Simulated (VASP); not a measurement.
Computed with PBEsol GGA, VASP's PBE PAW potentials (set 64) (plane waves; VASP).

Input for VASP

**INCAR**
```
NELM = 100
PREC = Accurate
ISPIN = 2   ! spin-polarised
LMAXMIX = 4
ENCUT = 300   ! plane-wave cut-off (eV)
ISMEAR = 0   ! Gaussian
LREAL = .FALSE.
ISIF = 2   ! forces and stress, cell fixed
SIGMA = 0.1   ! width (eV)
LCHARG = .FALSE.
ALGO = Normal   ! blocked Davidson
EDIFF = 1E-6   ! SCF stop (eV)
SYSTEM = ZrZnNi4
LORBIT = 11
GGA = PS   ! PBEsol
MAGMOM = 4*2.0 2*0.0
LWAVE = .FALSE.
LASPH = .TRUE.
```

File KPOINTS:
```
K-points
0
G
  6 6 6
0 0 0
```

**POSCAR**
```
ZrZnNi4
4.7066160
  0.0000000000   0.7071067621   0.7071067621
  0.7071067621   0.0000000000   0.7071067621
  0.7071067621   0.7071067621   0.0000000000
Ni Zr Zn
4 1 1
Cart
  0.8838834526   0.8838834526   0.8838834526
  0.8838834526   0.5303300715   0.5303300715
  0.5303300715   0.5303300715   0.8838834526
  0.5303300715   0.8838834526   0.5303300715
  0.0000000000   0.0000000000   0.0000000000
  0.3535533810   0.3535533810   0.3535533810
```

POTCAR, in this order: Ni Zr_sv Zn (PBE.64 set). Program: vasp_std.

Output of the run:

File OSZICAR:
```
       N       E                     dE             d eps       ncg     rms          rms(c)
DAV:   1     0.438080970763E+03    0.43808E+03   -0.20430E+04  2688   0.145E+03
DAV:   2    -0.436836530912E+01   -0.44245E+03   -0.42039E+03  2706   0.364E+02
DAV:   3    -0.402668146235E+02   -0.35898E+02   -0.34285E+02  2972   0.124E+02
DAV:   4    -0.418417208023E+02   -0.15749E+01   -0.15651E+01  4104   0.214E+01
DAV:   5    -0.418657483340E+02   -0.24028E-01   -0.24010E-01  3268   0.256E+00    0.317E+01
DAV:   6    -0.483857651234E+02   -0.65200E+01   -0.66262E+01  3134   0.101E+02    0.291E+01
DAV:   7    -0.376966672825E+02    0.10689E+02   -0.23809E+01  3096   0.104E+02    0.781E+00
DAV:   8    -0.380802964565E+02   -0.38363E+00   -0.52835E+00  3086   0.180E+01    0.482E+00
DAV:   9    -0.378970634789E+02    0.18323E+00   -0.54171E-01  3356   0.892E+00    0.143E+00
DAV:  10    -0.378931463925E+02    0.39171E-02   -0.49827E-02  3418   0.175E+00    0.560E-01
DAV:  11    -0.378927886744E+02    0.35772E-03   -0.47189E-03  3332   0.640E-01    0.375E-01
DAV:  12    -0.378923718642E+02    0.41681E-03   -0.68781E-04  3602   0.260E-01    0.994E-02
DAV:  13    -0.378923682878E+02    0.35764E-05   -0.25402E-04  3750   0.169E-01    0.535E-02
DAV:  14    -0.378923569912E+02    0.11297E-04   -0.47266E-05  3100   0.568E-02    0.340E-02
DAV:  15    -0.378923513973E+02    0.55939E-05   -0.72758E-06  3380   0.185E-02    0.205E-02
DAV:  16    -0.378923475708E+02    0.38265E-05   -0.37941E-06  2816   0.229E-02    0.602E-03
DAV:  17    -0.378923472029E+02    0.36787E-06   -0.81509E-07  1410   0.798E-03
   1 F= -.37892347E+02 E0= -.37882915E+02  d E =-.188646E-01  mag=     0.0000
```

**OUTCAR**
```
------------------------ aborting loop because EDIFF is reached ----------------------------------------
  FORCE on cell =-STRESS in cart. coord.  units (eV):
  Direction    XX          YY          ZZ          XY          YZ          ZX
  --------------------------------------------------------------------------------------
  Total        1.0365959      1.0365959      1.0365959      0.0000000      0.0000000      0.0000000
  in kB       22.5272821     22.5272821     22.5272821      0.0000000      0.0000000      0.0000000
  external PRESSURE =      22.5272821 kB  Pullay stress =       0.0000000 kB
  volume of cell :       73.72
      direct lattice vectors                 reciprocal lattice vectors
     0.000000000  3.328080000  3.328080000    -0.150236773  0.150236773  0.150236773
     3.328080000  0.000000000  3.328080000     0.150236773 -0.150236773  0.150236773
     3.328080000  3.328080000  0.000000000     0.150236773  0.150236773 -0.150236773
 POSITION                                       TOTAL-FORCE (eV/Angst)
 -----------------------------------------------------------------------------------
      4.16010      4.16010      4.16010        -0.194069     -0.194069     -0.194069
      4.16010      2.49606      2.49606        -0.194069      0.194069      0.194069
      2.49606      2.49606      4.16010         0.194069      0.194069     -0.194069
      2.49606      4.16010      2.49606         0.194069     -0.194069      0.194069
      0.00000      0.00000      0.00000        -0.000000     -0.000000     -0.000000
      1.66404      1.66404      1.66404        -0.000000     -0.000000     -0.000000
 -----------------------------------------------------------------------------------
    total drift:                                0.000002      0.000002      0.000020
  FREE ENERGIE OF THE ION-ELECTRON SYSTEM (eV)
  ---------------------------------------------------
  free  energy   TOTEN  =       -37.8923472029 eV

  energy  without entropy=      -37.8734826216  energy(sigma->0) =      -37.88291491

 total charge

# of ion       s       p       d       tot
------------------------------------------
    1        0.561   0.559   8.377   9.497
    2        0.561   0.559   8.377   9.497
    3        0.561   0.559   8.377   9.497
    4        0.561   0.559   8.377   9.497
    5        2.199   5.991   1.634   9.823
    6        0.607   0.493   9.719  10.819
--------------------------------------------------
tot          5.051   8.719  44.860  58.631

 magnetization (x)

# of ion       s       p       d       tot
------------------------------------------
    1        0.000  -0.000   0.000   0.000
    2        0.000  -0.000   0.000   0.000
    3        0.000  -0.000   0.000   0.000
    4        0.000  -0.000   0.000   0.000
    5        0.000  -0.000  -0.000  -0.000
    6       -0.000  -0.000  -0.000  -0.000
--------------------------------------------------
tot          0.000  -0.000   0.000   0.000
```
(Selected blocks of OUTCAR.)

### OUTCAR
```
 val. band max:        9.2136973661   @ k =  -0.3333   0.3333   0.1667

 cond. band min:       9.2699205605   @ k =  -0.3333   0.5000   0.1667


 Fermi energy:         9.2570139831

 spin component 1

 k-point     1 :       0.0000    0.0000    0.0000
  band No.  band energies     occupation
      1     -39.5235      1.00000
      2     -17.6601      1.00000
      3     -17.6601      1.00000
      4     -17.6601      1.00000
      5       0.0578      1.00000
      6       1.9618      1.00000
      7       1.9618      1.00000
      8       1.9618      1.00000
      9       1.9826      1.00000
     10       1.9826      1.00000
     11       4.1905      1.00000
     12       5.1538      1.00000
     13       5.1538      1.00000
     14       5.1538      1.00000
     15       5.6559      1.00000
     16       5.6559      1.00000
     17       5.6559      1.00000
     18       6.1328      1.00000
     19       6.1328      1.00000
     20       7.8685      1.00000
     21       7.8685      1.00000
     22       7.8685      1.00000
     23       7.9846      1.00000
     24       7.9846      1.00000
     25       8.1304      1.00000
     26       8.1304      1.00000
     27       8.1304      1.00000
     28       8.6557      1.00000
     29       8.6557      1.00000
     30       8.6557      1.00000
     31       9.3357      0.13286
     32       9.3357      0.13285
     33       9.3357      0.13285
     34       9.4717      0.00120
     35       9.4717      0.00120
     36       9.6898      0.00000
     37      13.0376      0.00000
     38      13.6984      0.00000
     39      13.6984      0.00000
     40      13.6984      0.00000
     41      16.9474      0.00000
     42      16.9474      0.00000

 k-point     2 :       0.1667    0.0000    0.0000
  band No.  band energies     occupation
      1     -39.5231      1.00000
      2     -17.6664      1.00000
      3     -17.6604      1.00000
      4     -17.6604      1.00000
...
```

At this cut-off the stress carries a Pulay error, which pulls relaxed volumes low.

The structure comes from a measured ZrZnNi4 entry of the Crystallography Open Database, whose conditions weren't checked. The cell was not relaxed at this level, and its volume differs by -5.9 % from the start's.
